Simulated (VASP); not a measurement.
These are PBEsol GGA, VASP's PBE PAW potentials (set 64) (plane waves; VASP) values and carry that method's errors.

Input for VASP

### INCAR
```
# general
SYSTEM =EuBRh3
PREC   =Accurate
ENCUT  =400   # plane-wave cut-off (eV)
LREAL  =.FALSE.
LASPH  =.TRUE.   # aspherical one-centre terms

# electronic loop
EDIFF  =1E-6   # SCF stop (eV)
NELM   =100   # most electronic steps
ALGO   =Normal   # blocked Davidson
LMAXMIX=6

# smearing
ISMEAR =0   # Gaussian
SIGMA  =0.05

# functional
GGA    =PS

# spin
ISPIN  =2   # spin-polarised
MAGMOM =3*0.0 7.0 0.0

# ions
ISIF   =2   # forces and stress, cell fixed

# output
LWAVE  =.FALSE.
LCHARG =.FALSE.
LORBIT =11   # lm-projected
```

**POSCAR**
```
EuBRh3
8.208480
  0.5000000000   0.0000000000   0.0000000000
  0.0000000000   0.5000000000   0.0000000000
  0.0000000000   0.0000000000   0.5000000000
Rh Eu B
3 1 1
Cartesian
  0.0000000000   0.2500000000   0.2500000000
  0.2500000000   0.0000000000   0.2500000000
  0.2500000000   0.2500000000   0.0000000000
  0.0000000000   0.0000000000   0.0000000000
  0.2500000000   0.2500000000   0.2500000000
```

**KPOINTS**
```
Regular mesh
0
gamma
  6 6 6
0 0 0
```

POTCAR, in this order: Rh_pv Eu B (PBE.64 set). Program: vasp_std.

Output

### OUTCAR
```
 ion  position               nearest neighbor table
   1  0.000  0.500  0.500-   5 2.05   5 2.05   4 2.90   2 2.90   3 2.90   4 2.90   2 2.90   4 2.90
                             4 2.90   2 2.90   3 2.90   3 2.90   3 2.90   2 2.90
   2  0.500  0.000  0.500-   5 2.05   5 2.05   4 2.90   1 2.90   3 2.90   4 2.90   1 2.90   3 2.90
                             3 2.90   3 2.90   1 2.90   4 2.90   4 2.90   1 2.90
   3  0.500  0.500  0.000-   5 2.05   5 2.05   4 2.90   1 2.90   1 2.90   2 2.90   2 2.90   2 2.90
                             4 2.90   2 2.90   1 2.90   4 2.90   1 2.90   4 2.90
   4  0.000  0.000  0.000-   1 2.90   2 2.90   3 2.90   1 2.90   2 2.90   1 2.90   3 2.90   1 2.90
                             2 2.90   3 2.90   2 2.90   3 2.90
   5  0.500  0.500  0.500-   1 2.05   2 2.05   3 2.05   3 2.05   2 2.05   1 2.05
  LATTYP: Found a simple cubic cell.
 ALAT       =     4.1042400000
 Subroutine PRICEL returns:
 Original cell was already a primitive cell.
 Subroutine GETGRP returns: Found 48 space group operations
The static configuration has the point symmetry O_h .
The dynamic configuration has the point symmetry O_h .
The overall configuration has the point symmetry O_h .
 Subroutine INISYM returns: Found 48 space group operations
 Subroutine IBZKPT returns following result:
 Found     20 irreducible k-points:

 Following reciprocal coordinates:
            Coordinates               Weight
  0.000000  0.000000  0.000000      1.000000
  0.166667  0.000000  0.000000      6.000000
  0.333333  0.000000  0.000000      6.000000
  0.500000  0.000000  0.000000      3.000000
  0.166667  0.166667  0.000000     12.000000
  0.333333  0.166667  0.000000     24.000000
  0.500000  0.166667  0.000000     12.000000
  0.333333  0.333333  0.000000     12.000000
  0.500000  0.333333  0.000000     12.000000
  0.500000  0.500000  0.000000      3.000000
  0.166667  0.166667  0.166667      8.000000
  0.333333  0.166667  0.166667     24.000000
  0.500000  0.166667  0.166667     12.000000
  0.333333  0.333333  0.166667     24.000000
  0.500000  0.333333  0.166667     24.000000
  0.500000  0.500000  0.166667      6.000000
...
```

File OSZICAR:
```
       N       E                     dE             d eps       ncg     rms          rms(c)
DAV:   1     0.560219839442E+03    0.56022E+03   -0.29736E+04  5369   0.445E+03
DAV:   2     0.134235441418E+02   -0.54680E+03   -0.50631E+03  4741   0.726E+02
DAV:   3    -0.412333744304E+02   -0.54657E+02   -0.51039E+02  4629   0.158E+02
DAV:   4    -0.464994531495E+02   -0.52661E+01   -0.50947E+01  6512   0.417E+01
DAV:   5    -0.468430035727E+02   -0.34355E+00   -0.34232E+00  6560   0.107E+01    0.601E+01
DAV:   6    -0.505423761142E+02   -0.36994E+01   -0.49995E+01  4672   0.600E+01    0.561E+01
DAV:   7    -0.574446017550E+02   -0.69022E+01   -0.24013E+01  4390   0.960E+01    0.231E+02
DAV:   8    -0.484947184561E+02    0.89499E+01   -0.87822E+00  5618   0.645E+01    0.104E+02
DAV:   9    -0.498300344338E+02   -0.13353E+01   -0.11059E+00  5578   0.182E+01    0.965E+01
DAV:  10    -0.447747332494E+02    0.50553E+01   -0.76589E+00  4223   0.932E+01    0.393E+01
DAV:  11    -0.468401260482E+02   -0.20654E+01   -0.12526E+00  4713   0.283E+01    0.264E+01
DAV:  12    -0.463673769356E+02    0.47275E+00   -0.50356E-01  5694   0.125E+01    0.212E+01
DAV:  13    -0.463868432701E+02   -0.19466E-01   -0.12219E-01  5520   0.103E+01    0.187E+01
DAV:  14    -0.459814906351E+02    0.40535E+00   -0.11644E-01  4998   0.170E+01    0.145E+01
DAV:  15    -0.457307242322E+02    0.25077E+00   -0.87486E-02  5814   0.100E+01    0.129E+01
DAV:  16    -0.456460555537E+02    0.84669E-01   -0.57790E-02  5276   0.811E+00    0.125E+01
DAV:  17    -0.457773956574E+02   -0.13134E+00   -0.41718E-02  5185   0.677E+00    0.126E+01
DAV:  18    -0.456931774963E+02    0.84218E-01   -0.93414E-03  5073   0.351E+00    0.127E+01
DAV:  19    -0.456988161128E+02   -0.56386E-02   -0.34955E-03  5344   0.232E-01    0.123E+01
DAV:  20    -0.457261550651E+02   -0.27339E-01   -0.13237E-03  4498   0.146E+00    0.125E+01
DAV:  21    -0.456857580578E+02    0.40397E-01   -0.21857E-03  4429   0.199E+00    0.123E+01
DAV:  22    -0.463384932224E+02   -0.65274E+00   -0.53775E-01  4538   0.309E+01    0.161E+01
DAV:  23    -0.473232018088E+02   -0.98471E+00   -0.54682E-01  5371   0.351E+01    0.232E+01
DAV:  24    -0.463058313672E+02    0.10174E+01   -0.57118E-01  4639   0.379E+01    0.175E+01
DAV:  25    -0.465588125205E+02   -0.25298E+00   -0.93039E-02  4969   0.147E+01    0.205E+01
DAV:  26    -0.465803782809E+02   -0.21566E-01   -0.31639E-02  5385   0.839E-01    0.203E+01
DAV:  27    -0.469858082521E+02   -0.40543E+00   -0.84524E-02  4713   0.170E+01    0.227E+01
DAV:  28    -0.472223995990E+02   -0.23659E+00   -0.50247E-02  5818   0.670E+00    0.237E+01
DAV:  29    -0.470157318638E+02    0.20667E+00   -0.24779E-02  4951   0.705E+00    0.226E+01
DAV:  30    -0.470416528758E+02   -0.25921E-01   -0.36151E-03  5558   0.713E-01    0.227E+01
DAV:  31    -0.469819770088E+02    0.59676E-01   -0.22979E-03  4400   0.221E+00    0.224E+01
DAV:  32    -0.466877771240E+02    0.29420E+00   -0.32576E-02  4513   0.956E+00    0.203E+01
DAV:  33    -0.461963770777E+02    0.49140E+00   -0.14079E-01  5095   0.194E+01    0.182E+01
DAV:  34    -0.454164295926E+02    0.77995E+00   -0.65317E-01  5044   0.405E+01    0.178E+01
DAV:  35    -0.457752401332E+02   -0.35881E+00   -0.25588E+00  5873   0.221E+01    0.271E+01
DAV:  36    -0.461882552627E+02   -0.41302E+00   -0.18668E-01  5568   0.422E+00    0.243E+01
DAV:  37    -0.457856340859E+02    0.40262E+00   -0.91594E-02  5223   0.502E+00    0.179E+01
DAV:  38    -0.456693474880E+02    0.11629E+00   -0.41480E-02  5683   0.263E+00    0.139E+01
DAV:  39    -0.456198021067E+02    0.49545E-01   -0.36811E-01  4815   0.117E+01    0.439E+00
DAV:  40    -0.457344219832E+02   -0.11462E+00   -0.73540E-02  5993   0.419E+00    0.821E+00
DAV:  41    -0.457048611388E+02    0.29561E-01   -0.12496E-02  5692   0.167E+00    0.775E+00
DAV:  42    -0.457311767954E+02   -0.26316E-01   -0.33963E-03  5207   0.134E+00    0.904E+00
DAV:  43    -0.456031013133E+02    0.12808E+00   -0.54349E-01  4704   0.133E+01    0.372E+00
DAV:  44    -0.456044231425E+02   -0.13218E-02   -0.17067E-02  5229   0.101E+00    0.285E+00
DAV:  45    -0.455981631330E+02    0.62600E-02   -0.33655E-03  5309   0.102E+00    0.237E+00
DAV:  46    -0.455949178073E+02    0.32453E-02   -0.18324E-02  4828   0.171E+00    0.193E+00
DAV:  47    -0.455987415466E+02   -0.38237E-02   -0.50606E-03  5127   0.125E+00    0.160E+00
DAV:  48    -0.456000412334E+02   -0.12997E-02   -0.93715E-04  5397   0.210E-01    0.166E+00
DAV:  49    -0.455984294434E+02    0.16118E-02   -0.45917E-03  4923   0.791E-01    0.108E+00
DAV:  50    -0.455998721206E+02   -0.14427E-02   -0.81100E-04  5157   0.474E-01    0.130E+00
DAV:  51    -0.455992414719E+02    0.63065E-03   -0.20467E-03  4690   0.573E-01    0.119E+00
DAV:  52    -0.455994977630E+02   -0.25629E-03   -0.46675E-03  5243   0.827E-01    0.149E+00
DAV:  53    -0.455991718218E+02    0.32594E-03   -0.60859E-04  4917   0.350E-01    0.114E+00
DAV:  54    -0.455991864591E+02   -0.14637E-04   -0.13499E-04  4818   0.168E-01    0.725E-01
DAV:  55    -0.455992588431E+02   -0.72384E-04   -0.49889E-05  5672   0.666E-02    0.326E-01
DAV:  56    -0.455992953242E+02   -0.36481E-04   -0.21330E-05  4989   0.334E-02    0.232E-01
DAV:  57    -0.455993126571E+02   -0.17333E-04   -0.20857E-05  4777   0.337E-02    0.229E-01
DAV:  58    -0.455992520454E+02    0.60612E-04   -0.17794E-04  4102   0.177E-01    0.878E-02
DAV:  59    -0.455992571692E+02   -0.51238E-05   -0.12795E-05  3722   0.551E-02    0.649E-02
DAV:  60    -0.455992768032E+02   -0.19634E-04   -0.17318E-05  3445   0.650E-02    0.134E-01
DAV:  61    -0.455992914977E+02   -0.14694E-04   -0.36961E-06  2875   0.288E-02    0.180E-01
DAV:  62    -0.455992667696E+02    0.24728E-04   -0.15137E-05  2764   0.584E-02    0.114E-01
DAV:  63    -0.455992561450E+02    0.10625E-04   -0.13252E-05  3515   0.495E-02    0.575E-02
DAV:  64    -0.455992551481E+02    0.99684E-06   -0.18178E-06  2270   0.176E-02
   1 F= -.45599255E+02 E0= -.45593721E+02  d E =-.110675E-01  mag=     5.8735
```

### OUTCAR
```
------------------------ aborting loop because EDIFF is reached ----------------------------------------
  FORCE on cell =-STRESS in cart. coord.  units (eV):
  Direction    XX          YY          ZZ          XY          YZ          ZX
  --------------------------------------------------------------------------------------
  Total        4.5412502      4.5412502      4.5412502     -0.0000000      0.0000000     -0.0000000
  in kB      105.2416790    105.2416790    105.2416790     -0.0000000      0.0000000     -0.0000000
  external PRESSURE =     105.2416790 kB  Pullay stress =       0.0000000 kB
  volume of cell :       69.14
      direct lattice vectors                 reciprocal lattice vectors
     4.104240000  0.000000000  0.000000000     0.243650469  0.000000000  0.000000000
     0.000000000  4.104240000  0.000000000     0.000000000  0.243650469  0.000000000
     0.000000000  0.000000000  4.104240000     0.000000000  0.000000000  0.243650469
 POSITION                                       TOTAL-FORCE (eV/Angst)
 -----------------------------------------------------------------------------------
      0.00000      2.05212      2.05212         0.000000      0.000000      0.000000
      2.05212      0.00000      2.05212         0.000000      0.000000      0.000000
      2.05212      2.05212      0.00000         0.000000      0.000000      0.000000
      0.00000      0.00000      0.00000         0.000000      0.000000      0.000000
      2.05212      2.05212      2.05212         0.000000      0.000000      0.000000
 -----------------------------------------------------------------------------------
    total drift:                                0.000000      0.000000      0.000000
  FREE ENERGIE OF THE ION-ELECTRON SYSTEM (eV)
  ---------------------------------------------------
  free  energy   TOTEN  =       -45.5992551481 eV

  energy  without entropy=      -45.5881876975  energy(sigma->0) =      -45.59372142

 total charge

# of ion       s       p       d       f       tot
--------------------------------------------------
    1        0.400   6.298   7.301   0.000  13.998
    2        0.400   6.298   7.301   0.000  13.998
    3        0.400   6.298   7.301   0.000  13.998
    4        2.086   5.703   0.662   6.362  14.813
    5        0.766   1.205   0.000   0.000   1.971
--------------------------------------------------
tot          4.052  25.802  22.564   6.362  58.780

 magnetization (x)

# of ion       s       p       d       f       tot
--------------------------------------------------
    1        0.002   0.004  -0.214   0.000  -0.209
    2        0.002   0.004  -0.214   0.000  -0.209
    3        0.002   0.004  -0.214   0.000  -0.209
    4       -0.000  -0.079   0.097   6.232   6.250
    5        0.001   0.004   0.000   0.000   0.005
--------------------------------------------------
tot          0.006  -0.064  -0.544   6.232   5.630
```
(Selected blocks of OUTCAR.)

At this cut-off the stress carries a Pulay error, which pulls relaxed volumes low.

The structure comes from a measured EuBRh3 entry of the Crystallography Open Database, whose conditions weren't checked. The cell was not relaxed at this level, and its volume differs by -5.9 % from the start's.
